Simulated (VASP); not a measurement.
Level of theory: PBE GGA, VASP's PBE PAW potentials (set 64) (plane waves; VASP).

VASP ran on this input.

### INCAR
```
ALGO  =  Normal
EDIFF  =  1E-6
EDIFFG  =  -0.01
ENCUT  =  400
GGA  =  PE
IBRION  =  2
ISIF  =  3
ISMEAR  =  1
LASPH  =  .TRUE.
LCHARG  =  .FALSE.
LMAXMIX  =  4
LREAL  =  .FALSE.
LWAVE  =  .FALSE.
NELM  =  100
NSW  =  60
PREC  =  Accurate
SIGMA  =  0.1
SYSTEM  =  RhAl
```

File POSCAR:
```
RhAl
1
    0.0000000000     2.5004270455     2.5004270455
    2.5004270455     0.0000000000     2.5004270455
    2.5004270455     2.5004270455    -0.0000000000
Rh Al
1 1
Direct
  0.0000000000   0.0000000000   0.0000000000
  0.5000000000   0.5000000000   0.5000000000
```

File KPOINTS:
```
kpoints
0
Gamma
 11 11 11
0 0 0
```

POTCAR, in this order: Rh_pv Al (PBE.64 set). Program: vasp_std.

### Question
Predict the energy per atom (σ→0), volume per atom, band gap (on the k-mesh).

### Answer

```yaml
energy per atom (σ→0): -5.908 eV/atom
band gap (on the k-mesh): none (metal, semimetal or under 0.01 eV)
volume_per_atom: 15.57 Å^3/atom
```

### OSZICAR
```
...
   2 F= -.11816362E+02 E0= -.11816173E+02  d E =0.106456E-06
       N       E                     dE             d eps       ncg     rms          rms(c)
DAV:   1    -0.118252855721E+02   -0.89241E-02   -0.11132E-01  1466   0.456E+00    0.725E-01
DAV:   2    -0.118183555499E+02    0.69300E-02   -0.61111E-02  1466   0.283E+00    0.336E-01
DAV:   3    -0.118166678617E+02    0.16877E-02   -0.54908E-03  1471   0.854E-01    0.637E-02
DAV:   4    -0.118166202835E+02    0.47578E-04   -0.20999E-04  1531   0.935E-02    0.127E-02
DAV:   5    -0.118166198966E+02    0.38693E-06   -0.82806E-06  1711   0.303E-02
   3 F= -.11816620E+02 E0= -.11816441E+02  d E =-.257997E-03
```

The structure was generated: RhAl was put into the rock salt type (Fm-3m), which need not be its known phase. This run relaxes it. Symmetry was kept, so distortions that lower it aren't found. The start is the result of an earlier pass.
